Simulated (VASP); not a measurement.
# ZnCu with r2SCAN: from relaxation to properties, part 2 of 4

Wanted: the relaxed cell of ZnCu and its properties. The start is a cell from a database of measured crystal structures.

VASP 6.6.1; r2SCAN; plane waves and PAW (Zn, Cu).

Still holding for the runs below: This run has no spin polarisation. Its electron count is odd, so without a moment it is a metal by construction. The k-mesh is coarse for a metal.

So far. Step 2 (Full relaxation (r2SCAN)): It ends with forces that vanish by symmetry and a pressure of 0.11 GPa. The volume lies -2.5 % from that of the database's start, which holds the thermal and zero-point expansion of its experiment. Step 3 (Second relaxation): It ends with forces that vanish by symmetry and a pressure of 0.08 GPa. The volume moved by under 0.01 %: the run met its threshold at the first step.

## 4. Density, ELF and potential (r2SCAN)

The relaxed cell gets a fresh self-consistent run, on a basis set for its own volume, to fix the density and to check the remaining stress.

INCAR

```
SYSTEM = ZnCu
PREC = Accurate
ENCUT = 400
EDIFF = 1E-06
NELM = 100
ISMEAR = 1
SIGMA = 0.2
LREAL = .FALSE.
ALGO = Normal
METAGGA = R2SCAN
LASPH = .TRUE.
NBANDS = 17
LORBIT = 11
LWAVE = .FALSE.
LCHARG = .TRUE.
ISIF = 2
LELF = .TRUE.
LVHAR = .TRUE.
```

POSCAR

```
ZnCu
1.0
    2.9199778113      0.0000000000      0.0000000000
    0.0000000000      2.9199778113      0.0000000000
    0.0000000000      0.0000000000      2.9199778113
Zn Cu
1 1
Direct
    0.5000000000      0.5000000000      0.5000000000
    0.0000000000      0.0000000000      0.0000000000
```

KPOINTS

```
Automatic mesh
0
Gamma
8 8 8
0 0 0
```

PAW data sets: Zn and Cu (PBE family, release 64).

The run is started by

```console
$ mpirun -np 2 vasp_std
```

The log of the run:

```text
[banner, memory and clock lines left out]
running    2 mpi-ranks, on    1 nodes
 distrk:  each k-point on    2 cores,    1 groups
 distr:  one band on    1 cores,    2 groups

 POSCAR found type information on POSCAR ZnCu
 POSCAR found :  2 types and       2 ions
 [... a notice as in an earlier step ...]

 LDA part: xc-table for (None), standard interpolation
|                                                                             |
|           W    W    AA    RRRRR   N    N  II  N    N   GGGG   !!!           |
|           W    W   A  A   R    R  NN   N  II  NN   N  G    G  !!!           |
|           W    W  A    A  R    R  N N  N  II  N N  N  G       !!!           |
|           W WW W  AAAAAA  RRRRR   N  N N  II  N  N N  G  GGG   !            |
|           WW  WW  A    A  R   R   N   NN  II  N   NN  G    G                |
|           W    W  A    A  R    R  N    N  II  N    N   GGGG   !!!           |
|                                                                             |
|     The number of bands has been changed from the values supplied in        |
|     The orbitals not found in the WAVECAR file will be initialized with     |
|     random numbers, which is usually adequate. For correlated               |
|     calculations, however, you should redo the groundstate calculation.     |
|     I found NBANDS = 17. Now, NBANDS = 18.                                  |
|                                                                             |

 POSCAR, INCAR and KPOINTS ok, starting setup
 FFT: planning ... GRIDC
 FFT: planning ... GRID_SOFT
 FFT: planning ... GRID
 WAVECAR not read
 entering main loop
       N       E                     dE             d eps       ncg     rms          rms(c)
DAV:   1     0.826434538487E+02    0.82643E+02   -0.99067E+03  1404   0.183E+03
DAV:   2    -0.201968966394E+02   -0.10284E+03   -0.98312E+02  1264   0.274E+02
DAV:   3    -0.239825039733E+02   -0.37856E+01   -0.37699E+01  1408   0.677E+01
DAV:   4    -0.240106612509E+02   -0.28157E-01   -0.28152E-01  1434   0.529E+00
DAV:   5    -0.240111485751E+02   -0.48732E-03   -0.48732E-03  1426   0.717E-01    0.978E+00
DAV:   6    -0.210188491474E+02    0.29923E+01   -0.18544E+01  1338   0.103E+02    0.670E+00
DAV:   7    -0.199274509843E+02    0.10914E+01   -0.32165E+00  1350   0.790E+01    0.268E+00
DAV:   8    -0.199439101575E+02   -0.16459E-01   -0.23961E-01  1688   0.810E+00    0.139E+00
DAV:   9    -0.199455410564E+02   -0.16309E-02   -0.77615E-03  1596   0.118E+00    0.342E-01
DAV:  10    -0.199436655798E+02    0.18755E-02   -0.90546E-03  1362   0.225E+00    0.732E-02
DAV:  11    -0.199438190132E+02   -0.15343E-03   -0.62449E-04  1784   0.352E-01    0.546E-02
DAV:  12    -0.199437785061E+02    0.40507E-04   -0.71607E-05  1588   0.197E-01    0.242E-02
DAV:  13    -0.199437710168E+02    0.74892E-05   -0.29365E-05  1394   0.129E-01    0.463E-03
DAV:  14    -0.199437700539E+02    0.96288E-06   -0.22822E-06  1068   0.237E-02
   1 F= -.19943770E+02 E0= -.19943249E+02  d E =-.156339E-02
```

Elapsed: 13 s, on 2 MPI ranks of Intel Xeon 6975P-C (Granite Rapids), shared host; peak memory 0.21 GiB.

OUTCAR, selected parts (step 4):

```text
The static configuration has the point symmetry O_h .

 Found     35 irreducible k-points:

   k-points           NKPTS =     35   k-points in BZ     NKDIM =     35   number of bands    NBANDS=     18

   NELECT =      23.0000    total number of electrons

 E-fermi :   5.3453

 k-point     1 :       0.0000    0.0000    0.0000
  band No.  band energies     occupation
    ...
      7       1.8206      2.00000
      8       1.8206      2.00000
      9       2.7435      2.00000
     10       2.7435      2.00000
     11       2.7435      2.00000
     12      12.3347      0.00000
     13      12.3347      0.00000
     14      12.3347      0.00000
     15      17.2932      0.00000
     16      17.2932      0.00000
    ...

 k-point     2 :       0.1250    0.0000    0.0000
  band No.  band energies     occupation
    ...
      7       1.8029      2.00000
      8       1.8443      2.00000
      9       2.6471      2.00000
     10       2.6471      2.00000
     11       2.7325      2.00000
     12      10.0119      0.00000
     13      12.7867      0.00000
     14      12.7867      0.00000
     15      17.4541      0.00000
     16      18.3791      0.00000
    ...

  Total        0.0090410      0.0090410      0.0090410     -0.0000000      0.0000000     -0.0000000
  in kB        0.5818197      0.5818197      0.5818197     -0.0000000      0.0000000     -0.0000000
  external PRESSURE =       0.5818197 kB  Pullay stress =       0.0000000 kB

  FREE ENERGIE OF THE ION-ELECTRON SYSTEM (eV)
  ---------------------------------------------------
  free  energy   TOTEN  =       -19.9437700539 eV

  energy  without entropy=      -19.9422066640  energy(sigma->0) =      -19.94324892

[... 9 parts as in an earlier step ...]

[... 5 further parts left out ...]
```

This step gave:

```
SCF cycles : 14
bands      : 18
pressure   : 0.05818 GPa
```

Valence electrons inside each PAW sphere by angular momentum. Sphere charges, by row:

```tsv
atom	s (e)	p (e)	d (e)	tot (e)
Zn1	0.582	0.548	9.749	10.88
Cu2	0.444	0.42	9.198	10.06
```

Valence density in the ac plane at fractional y = 0.000, with atoms of Cu within 0.2 Å of it. It is the smooth field of the valence electrons, not physical close to the nuclei.

Ten steps, logarithmic in the rise over the least value, from '0' (0 e/Å³) to '9' (18 e/Å³):
```
998531000013589
886421000012468
654210000001245
332100000000123
111000000000011
000000000000000
000000000000000
000000000000000
000000000000000
111000000000011
332100000000123
654210000001245
886421000012468
998531000013589
998631000013689
```
Columns run along a (2.9 Å), rows up along c (2.9 Å). Atoms in or near the plane, at fractional coordinates: Cu at (0.00, 0.00).

Electrostatic potential energy in the ac plane at fractional y = 0.000, with atoms of Cu within 0.2 Å of it. With pseudopotentials it is smooth inside the atoms' cores, unlike the true potential.

Values in eV, 15 rows by 15 columns:
```
-49 -49 -42 -32 -19  -4   1   1   1   1  -4 -19 -32 -42 -49
-44 -42 -36 -27 -13  -2   1   2   2   1  -2 -13 -27 -36 -42
-34 -32 -27 -18  -5   0   1   2   2   1   0  -5 -18 -27 -32
-21 -19 -13  -5  -1   0   1   2   2   1   0  -1  -5 -13 -19
 -5  -4  -2   0   0   1   1   2   2   1   1   0   0  -2  -4
  1   1   1   1   1   1   2   2   2   2   1   1   1   1   1
  1   1   2   2   2   2   2   1   1   2   2   2   2   2   1
  1   1   2   2   2   2   2   1   1   2   2   2   2   2   1
  1   1   1   1   1   1   2   2   2   2   1   1   1   1   1
 -5  -4  -2   0   0   1   1   2   2   1   1   0   0  -2  -4
-21 -19 -13  -5  -1   0   1   2   2   1   0  -1  -5 -13 -19
-34 -32 -27 -18  -5   0   1   2   2   1   0  -5 -18 -27 -32
-44 -42 -36 -27 -13  -2   1   2   2   1  -2 -13 -27 -36 -42
-49 -49 -42 -32 -19  -4   1   1   1   1  -4 -19 -32 -42 -49
-49 -49 -44 -34 -21  -5   1   1   1   1  -5 -21 -34 -44 -49
```
Columns run along a (2.9 Å; values clipped at the 3rd and 97th percentile), rows up along c (2.9 Å). Atoms in or near the plane, at fractional coordinates: Cu at (0.00, 0.00).

ELF in the ac plane at fractional y = 0.000, with atoms of Cu within 0.2 Å of it. It is the smooth field of the valence electrons, not physical close to the nuclei.

Ten even steps from '_' (0.00) to '@' (0.34):
```
______::++++++%%%%++++++::____
____..==++++**%%%%**++++==..__
::::==++++++%%@@@@%%++++++==::
++++++++++##@@@@@@@@##++++++++
++++++++##@@@@@@@@@@@@##++++++
++++**%%@@@@@@@@@@@@@@@@%%**++
%%%%%%@@@@@@@@@@@@@@@@@@@@%%%%
%%%%%%@@@@@@@@@@@@@@@@@@@@%%%%
++++**%%@@@@@@@@@@@@@@@@%%**++
++++++++##@@@@@@@@@@@@##++++++
++++++++++##@@@@@@@@##++++++++
::::==++++++%%@@@@%%++++++==::
____..==++++**%%%%**++++==..__
______::++++++%%%%++++++::____
..____::++++++%%%%++++++::____
```
Columns run along a (2.9 Å), rows up along c (2.9 Å). Atoms in or near the plane, at fractional coordinates: Cu at (0.00, 0.00).

In this run the pressure is 0.06 GPa, small enough to go on.

## 5. Bands along the symmetry lines (r2SCAN)

The mesh alone shows little of the dispersion and can miss band extrema, so KPOINTS_OPT adds a path through the symmetry points after the self-consistent cycle.

INCAR

```
SYSTEM = ZnCu
PREC = Accurate
ENCUT = 400
EDIFF = 1E-06
NELM = 100
ISMEAR = 1
SIGMA = 0.2
LREAL = .FALSE.
ALGO = Normal
METAGGA = R2SCAN
LASPH = .TRUE.
NBANDS = 23
LORBIT = 11
LWAVE = .FALSE.
LCHARG = .FALSE.
KPAR = 2
```

POSCAR is that of step 4.

KPOINTS is that of step 4.

KPOINTS_OPT

```
Line mode
16
Line-mode
Reciprocal
  0.00000000   0.00000000   0.00000000 GAMMA
  0.00000000   0.50000000   0.00000000 X

  0.00000000   0.50000000   0.00000000 X
  0.50000000   0.50000000   0.00000000 M

  0.50000000   0.50000000   0.00000000 M
  0.00000000   0.00000000   0.00000000 GAMMA

  0.00000000   0.00000000   0.00000000 GAMMA
  0.50000000   0.50000000   0.50000000 R

  0.50000000   0.50000000   0.50000000 R
  0.00000000   0.50000000   0.00000000 X

  0.50000000   0.50000000   0.00000000 M
  0.50000000   0.50000000   0.50000000 R
```

The run is started by

```console
$ mpirun -np 2 vasp_std
```

The log of the run:

```text
[... set-up lines as in an earlier step ...]
 entering main loop
       N       E                     dE             d eps       ncg     rms          rms(c)
DAV:   1     0.104470458578E+03    0.10447E+03   -0.89205E+03  1825   0.143E+03
DAV:   2    -0.154360284182E+02   -0.11991E+03   -0.11112E+03  1659   0.262E+02
DAV:   3    -0.239356178314E+02   -0.84996E+01   -0.84337E+01  1862   0.757E+01
DAV:   4    -0.240101759135E+02   -0.74558E-01   -0.74543E-01  1883   0.699E+00
DAV:   5    -0.240111398183E+02   -0.96390E-03   -0.96388E-03  1850   0.797E-01    0.978E+00
DAV:   6    -0.210354862636E+02    0.29757E+01   -0.14202E+01  1925   0.802E+01    0.676E+00
DAV:   7    -0.199310423173E+02    0.11044E+01   -0.23766E+00  1971   0.614E+01    0.262E+00
DAV:   8    -0.199442609099E+02   -0.13219E-01   -0.15942E-01  2223   0.602E+00    0.135E+00
DAV:   9    -0.199453495113E+02   -0.10886E-02   -0.76326E-03  2145   0.104E+00    0.321E-01
DAV:  10    -0.199437163564E+02    0.16332E-02   -0.69315E-03  1939   0.176E+00    0.744E-02
DAV:  11    -0.199438354441E+02   -0.11909E-03   -0.41492E-04  2031   0.195E-01    0.594E-02
DAV:  12    -0.199437729605E+02    0.62484E-04   -0.10080E-04  2080   0.209E-01    0.173E-02
DAV:  13    -0.199437699094E+02    0.30510E-05   -0.14454E-05  2211   0.746E-02    0.257E-03
DAV:  14    -0.199437695746E+02    0.33482E-06   -0.79504E-07  1228   0.126E-02
   1 F= -.19943770E+02 E0= -.19943248E+02  d E =-.156370E-02
 Start KPOINTS_OPT (optional k-point list driver)
k-point batch [1-35\96]
       N       E                     dE             ncg
DAV:   1     0.415145025685E+04   -0.16506E+05     1875
DAV:   2     0.285167160389E+03   -0.38663E+04     1645
DAV:   3    -0.115440833901E+02   -0.29671E+03     1883
DAV:   4    -0.143478424260E+02   -0.28038E+01     1813
DAV:   5    -0.143854342251E+02   -0.37592E-01     1954
DAV:   6    -0.143865579819E+02   -0.11238E-02     1848
DAV:   7    -0.143866012378E+02   -0.43256E-04     1974
DAV:   8    -0.143866028377E+02   -0.15999E-05     1354
DAV:   9    -0.143866030532E+02   -0.21551E-06     1358
[...]
k-point batch [71-96\96]
       N       E                     dE             ncg
DAV:   1     0.124970535581E+05   -0.19853E+05     1361
DAV:   2     0.958328686444E+04   -0.29138E+04     1231
DAV:   3     0.937394572461E+04   -0.20934E+03     1350
DAV:   4     0.937199739793E+04   -0.19483E+01     1511
DAV:   5     0.937197113711E+04   -0.26261E-01     1408
DAV:   6     0.937197039058E+04   -0.74653E-03     1525
DAV:   7     0.937197036440E+04   -0.26174E-04     1405
DAV:   8     0.937197036357E+04   -0.83338E-06     1102
```

Run time: 30 s. Hardware: 2 MPI ranks; peak memory 0.26 GiB.

OUTCAR, selected parts (step 5):

```text
   k-points           NKPTS =     35   k-points in BZ     NKDIM =     35   number of bands    NBANDS=     23

   NELECT =      23.0000    total number of electrons

 E-fermi :   5.3454

 k-point     1 :       0.0000    0.0000    0.0000
  band No.  band energies     occupation
    ...
      7       1.8207      2.00000
      8       1.8207      2.00000
      9       2.7436      2.00000
     10       2.7436      2.00000
     11       2.7436      2.00000
     12      12.3347      0.00000
     13      12.3347      0.00000
     14      12.3347      0.00000
     15      17.2931      0.00000
     16      17.2931      0.00000
    ...

  Total        0.0086491      0.0086491      0.0086491     -0.0000000     -0.0000000     -0.0000000
  in kB        0.5565975      0.5565975      0.5565975     -0.0000000     -0.0000000     -0.0000000
  external PRESSURE =       0.5565975 kB  Pullay stress =       0.0000000 kB

  FREE ENERGIE OF THE ION-ELECTRON SYSTEM (eV)
  ---------------------------------------------------
  free  energy   TOTEN  =       -19.9437695746 eV

  energy  without entropy=      -19.9422058701  energy(sigma->0) =      -19.94324834

[... 9 parts as in an earlier step ...]

[... 8 further parts left out ...]
```

Numbers from this step:

- bands: 23
- pressure: 0.05566 GPa

Electronic bands along the path, in eV, zero at the Fermi level; # counts the bands kept:

```tsv
point	#8	#9	#10	#11	#12	#13	#14	#15
Γ	-3.52	-2.60	-2.60	-2.60	6.99	6.99	6.99	11.95
0.53 of the way	-3.53	-2.94	-2.94	-2.64	0.95	8.94	8.94	12.70
X	-3.65	-3.19	-3.19	-2.68	-1.83	12.84	12.84	13.42
0.47 of the way	-3.38	-2.99	-2.80	-2.72	-1.78	6.63	7.23	13.65
M	-2.76	-2.76	-2.37	-1.82	-1.82	2.32	2.64	15.35
0.47 of the way	-3.31	-3.18	-2.94	-2.70	1.51	3.36	10.58	11.23
Γ	-3.52	-2.60	-2.60	-2.60	6.99	6.99	6.99	11.95
0.53 of the way	-3.45	-2.94	-2.94	-2.71	3.32	3.32	4.84	12.23
R	-4.29	-2.35	-2.35	4.80	4.80	4.80	4.84	5.03
0.47 of the way	-3.64	-2.98	-2.68	-1.06	-0.99	6.80	6.95	7.23
X	-3.65	-3.19	-3.19	-2.68	-1.83	12.84	12.84	13.42
jump to M	-2.76	-2.76	-2.37	-1.82	-1.82	2.32	2.64	15.35
0.47 of the way	-3.80	-2.91	-2.36	0.39	0.39	2.70	3.10	10.38
R	-4.29	-2.35	-2.35	4.80	4.80	4.80	4.84	5.03
```

Of the projections kept (Zn, Cu), the largest for each band there; the rest of the weight can lie on other orbitals:

```tsv
point	#8	#9	#10	#11	#12	#13	#14	#15
Γ	Cu 0.92	Cu 0.98	Cu 0.98	Cu 0.98	Zn 0.55	Zn 0.55	Zn 0.55	Zn 0.56
X	Cu 1.00	Cu 0.98	Cu 0.98	Cu 1.00	Cu 0.96	Zn 0.75	Zn 0.75	Cu 0.67
M	Cu 0.94	Cu 0.94	Cu 1.00	Zn 0.54	Zn 0.54	Zn 0.54	Cu 0.77	Zn 1.00
Γ	Cu 0.92	Cu 0.98	Cu 0.98	Cu 0.98	Zn 0.55	Zn 0.55	Zn 0.55	Zn 0.56
R	Cu 0.90	Cu 1.00	Cu 1.00	Cu 0.65	Cu 0.65	Cu 0.65	Zn 1.00	Zn 0.56
X	Cu 1.00	Cu 0.98	Cu 0.98	Cu 1.00	Cu 0.96	Zn 0.75	Zn 0.75	Cu 0.67
```

There is no gap at this level.

Of the bands kept, 2 cross the Fermi level on this path.

(Part 2 of 4 ends here.)

[Lines on the potential files, build, host, timing and source positions are cut from VASP's logs without a mark.]

[Logs are printed without paths, hosts, clocks, repeated set-up lines and the standing remarks that a program may print on its own settings, such as how far it seeks lower states.]

[Hosts, paths, dates, database ids (printed as entryN), source tags and the programs' standing remarks are cut or masked in the printed files.]

[A measured line is paired with the nearest computed mode of its activity, which favours agreement.]
